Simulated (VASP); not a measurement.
Computed with optB88-vdW, VASP's PBE PAW potentials (set 64) (plane waves; VASP 6.6.1).

A VASP calculation is set up with these files.

POSCAR:
```
Bi2Se3 bilayer
1
    4.1935082546    -0.0000000000     0.0000000000
   -2.0967541272     3.6316845011     0.0000000000
    0.0000000000     0.0000000000    32.8989005120
Bi Se
4 6
Direct
  0.3333330000   0.6666670000   0.2934770000
  0.0000000000   0.0000000000   0.5872510000
  0.0000000000   0.0000000000   0.4127490000
  0.6666670000   0.3333330000   0.7065230000
  0.0000000000   0.0000000000   0.2461790000
  0.6666670000   0.3333330000   0.3531130000
  0.3333330000   0.6666670000   0.4600470000
  0.6666670000   0.3333330000   0.5399530000
  0.3333330000   0.6666670000   0.6468870000
  0.0000000000   0.0000000000   0.7538210000
```

INCAR:
```
AGGAC = 0.0
ALGO = Normal
EDIFF = 1E-5
EDIFFG = -0.03
ENCUT = 400
GGA = BO
IBRION = 2
ISIF = 4
ISMEAR = 0
LASPH = T
LCHARG = F
LMAXMIX = 4
LREAL = F
LUSE_VDW = T
LWAVE = T
NELM = 100
NELMIN = 4
NSW = 50
PARAM1 = 0.1833333333
PARAM2 = 0.22
PREC = Normal
SIGMA = 0.05
SYSTEM = Bi2Se3 bilayer
```

File KPOINTS:
```
Automatic mesh
0
Gamma
12 12 1
0 0 0
```

POTCAR, in this order: Bi_d Se (PBE.64 set). Program: vasp_std.

The resulting files:

### OSZICAR
```
       N       E                     dE             d eps       ncg     rms          rms(c)
DAV:   1     0.877547310665E+03    0.87755E+03   -0.38516E+04  2638   0.125E+03
DAV:   2     0.828068526323E+02   -0.79474E+03   -0.77416E+03  2506   0.343E+02
DAV:   3    -0.143170814750E+02   -0.97124E+02   -0.95180E+02  2659   0.146E+02
DAV:   4    -0.186872757925E+02   -0.43702E+01   -0.43278E+01  2513   0.325E+01
DAV:   5    -0.189098661226E+02   -0.22259E+00   -0.22225E+00  3027   0.671E+00    0.695E+00
DAV:   6    -0.168864974151E+02    0.20234E+01   -0.48438E+00  2670   0.885E+00    0.402E+00
DAV:   7    -0.169292462536E+02   -0.42749E-01   -0.99918E-01  2604   0.345E+00    0.213E+00
DAV:   8    -0.169593652516E+02   -0.30119E-01   -0.17304E-01  2787   0.226E+00    0.755E-01
DAV:   9    -0.169551843699E+02    0.41809E-02   -0.41079E-02  2716   0.151E+00    0.341E-01
DAV:  10    -0.169537371594E+02    0.14472E-02   -0.11638E-02  2770   0.781E-01    0.176E-01
DAV:  11    -0.169541400952E+02   -0.40294E-03   -0.64273E-03  2636   0.439E-01    0.871E-02
DAV:  12    -0.169544646193E+02   -0.32452E-03   -0.17231E-03  2890   0.171E-01    0.617E-02
DAV:  13    -0.169547400558E+02   -0.27544E-03   -0.12936E-04  2140   0.921E-02    0.273E-02
DAV:  14    -0.169550118159E+02   -0.27176E-03   -0.22445E-04  1987   0.707E-02    0.119E-02
DAV:  15    -0.169552592640E+02   -0.24745E-03   -0.26637E-04  2092   0.734E-02    0.110E-02
DAV:  16    -0.169551055029E+02    0.15376E-03   -0.25199E-04  1724   0.614E-02    0.733E-03
DAV:  17    -0.169552060192E+02   -0.10052E-03   -0.30148E-05  1724   0.274E-02    0.252E-03
DAV:  18    -0.169554790807E+02   -0.27306E-03   -0.18907E-04  1908   0.416E-02    0.515E-03
DAV:  19    -0.169554444691E+02    0.34612E-04   -0.10714E-04  1780   0.443E-02    0.334E-03
DAV:  20    -0.169555336081E+02   -0.89139E-04   -0.14159E-04  1932   0.433E-02    0.188E-03
DAV:  21    -0.169554917752E+02    0.41833E-04   -0.17873E-04  2132   0.589E-02    0.153E-03
DAV:  22    -0.169554780727E+02    0.13703E-04   -0.59221E-05  1836   0.392E-02    0.103E-03
DAV:  23    -0.169555095800E+02   -0.31507E-04   -0.58218E-05  1898   0.311E-02    0.683E-04
DAV:  24    -0.169555356030E+02   -0.26023E-04   -0.14945E-04  2025   0.518E-02    0.466E-04
DAV:  25    -0.169555370218E+02   -0.14188E-05   -0.81310E-05  1828   0.464E-02
   1 F= -.16955537E+02 E0= -.16955537E+02  d E =-.169555E+02
       N       E                     dE             d eps       ncg     rms          rms(c)
DAV:   1    -0.169560741375E+02   -0.53853E-03   -0.16059E+00  2223   0.448E+00    0.245E-01
DAV:   2    -0.169603651933E+02   -0.42911E-02   -0.62840E-02  2985   0.150E+00    0.138E-01
DAV:   3    -0.169601053183E+02    0.25988E-03   -0.19183E-03  2689   0.290E-01    0.766E-02
DAV:   4    -0.169599953108E+02    0.11001E-03   -0.38188E-04  2900   0.216E-01    0.388E-02
DAV:   5    -0.169599990970E+02   -0.37862E-05   -0.21518E-04  2786   0.143E-01    0.142E-02
DAV:   6    -0.169600632425E+02   -0.64146E-04   -0.14830E-04  2390   0.810E-02    0.844E-03
DAV:   7    -0.169600621187E+02    0.11238E-05   -0.37607E-05  2079   0.350E-02
   2 F= -.16960062E+02 E0= -.16960062E+02  d E =-.452510E-02
       N       E                     dE             d eps       ncg     rms          rms(c)
DAV:   1    -0.169591922957E+02    0.87095E-03   -0.62542E-01  2447   0.278E+00    0.154E-01
DAV:   2    -0.169608656034E+02   -0.16733E-02   -0.23825E-02  3134   0.954E-01    0.871E-02
DAV:   3    -0.169607728745E+02    0.92729E-04   -0.77036E-04  2732   0.193E-01    0.481E-02
DAV:   4    -0.169607026460E+02    0.70228E-04   -0.13690E-04  2712   0.128E-01    0.244E-02
DAV:   5    -0.169607183813E+02   -0.15735E-04   -0.83484E-05  2615   0.846E-02    0.921E-03
DAV:   6    -0.169607486874E+02   -0.30306E-04   -0.53423E-05  2103   0.515E-02    0.544E-03
DAV:   7    -0.169607725604E+02   -0.23873E-04   -0.19127E-05  1575   0.293E-02    0.388E-03
DAV:   8    -0.169608047118E+02   -0.32151E-04   -0.13294E-05  1502   0.234E-02    0.207E-03
DAV:   9    -0.169608248527E+02   -0.20141E-04   -0.11081E-05  1493   0.194E-02    0.121E-03
DAV:  10    -0.169608381707E+02   -0.13318E-04   -0.42485E-06  1369   0.142E-02    0.104E-03
DAV:  11    -0.169608775980E+02   -0.39427E-04   -0.49527E-06  1447   0.145E-02    0.824E-04
DAV:  12    -0.169609223518E+02   -0.44754E-04   -0.10440E-05  1724   0.173E-02    0.432E-04
DAV:  13    -0.169609332342E+02   -0.10882E-04   -0.85802E-05  1730   0.545E-02    0.757E-04
DAV:  14    -0.169609563835E+02   -0.23149E-04   -0.39200E-05  1757   0.364E-02    0.375E-04
DAV:  15    -0.169609380954E+02    0.18288E-04   -0.52992E-05  1768   0.420E-02    0.700E-04
DAV:  16    -0.169609515125E+02   -0.13417E-04   -0.40450E-05  1690   0.379E-02    0.344E-04
DAV:  17    -0.169609197206E+02    0.31792E-04   -0.26325E-05  1663   0.295E-02    0.370E-04
DAV:  18    -0.169609241812E+02   -0.44606E-05   -0.16425E-05  1552   0.235E-02
   3 F= -.16960924E+02 E0= -.16960924E+02  d E =-.538716E-02
```

OUTCAR:
```
------------------------ aborting loop because EDIFF is reached ----------------------------------------
  FORCE on cell =-STRESS in cart. coord.  units (eV):
  Direction    XX          YY          ZZ          XY          YZ          ZX
  --------------------------------------------------------------------------------------
  Total       -0.4097323     -0.4097322     -0.2465521     -0.0000000      0.0000000      0.0000000
  in kB       -1.3102185     -1.3102184     -0.7884104     -0.0000000      0.0000000      0.0000000
  external PRESSURE =      -1.1362825 kB  Pullay stress =       0.0000000 kB
  volume of cell :      501.03
      direct lattice vectors                 reciprocal lattice vectors
     4.188534917 -0.000000000 -0.000000000     0.238746965  0.137840631  0.000000000
    -2.094267458  3.627377465  0.000000000     0.000000000  0.275681263  0.000000000
     0.000000000  0.000000000 32.977073180     0.000000000 -0.000000000  0.030324098
 POSITION                                       TOTAL-FORCE (eV/Angst)
 -----------------------------------------------------------------------------------
     -0.00000      2.41825      9.68650        -0.000000     -0.000000     -0.016467
     -0.00000      0.00000     19.38030        -0.000000     -0.000000     -0.003867
      0.00000      0.00000     13.59677        -0.000000      0.000000      0.003867
      2.09427      1.20912     23.29058         0.000000      0.000000      0.016467
      0.00000      0.00000      8.11250        -0.000000      0.000000      0.023043
      2.09427      1.20912     11.64523         0.000000     -0.000000     -0.011646
     -0.00000      2.41825     15.18010         0.000000     -0.000000     -0.028236
      2.09427      1.20912     17.79697        -0.000000      0.000000      0.028236
     -0.00000      2.41825     21.33184        -0.000000      0.000000      0.011646
     -0.00000      0.00000     24.86458        -0.000000      0.000000     -0.023043
 -----------------------------------------------------------------------------------
    total drift:                               -0.000000     -0.000000      0.000000
  FREE ENERGIE OF THE ION-ELECTRON SYSTEM (eV)
  ---------------------------------------------------
  free  energy   TOTEN  =       -16.9609241812 eV

  energy  without entropy=      -16.9609241812  energy(sigma->0) =      -16.96092418

 reached required accuracy - stopping structural energy minimisation
```
(Selected blocks of OUTCAR.)

### CONTCAR
```
Bi2Se3 bilayer
   1.00000000000000
     4.1885349167536159   -0.0000000000001581   -0.0000000000000000
    -2.0942674582770633    3.6273774648837471    0.0000000000000000
     0.0000000000000000    0.0000000000000000   32.9770731800468297
  Bi              Se
     4     6
Direct
     0.3333330000000032    0.6666669999999968    0.2937342374680930
     0.0000000000000000    0.0000000000000000    0.5876901604793539
     0.0000000000000000    0.0000000000000000    0.4123098395206461
     0.6666669999999968    0.3333330000000032    0.7062657625319071
     0.0000000000000000    0.0000000000000000    0.2460041684483131
     0.6666669999999968    0.3333330000000032    0.3531310947374058
     0.3333330000000032    0.6666669999999968    0.4603229854675583
     0.6666669999999968    0.3333330000000032    0.5396770145324417
     0.3333330000000032    0.6666669999999968    0.6468689052625942
     0.0000000000000000    0.0000000000000000    0.7539958315516869
```

The cell is a sheet with vacuum, built from Bi2Se3 (tetradymite).
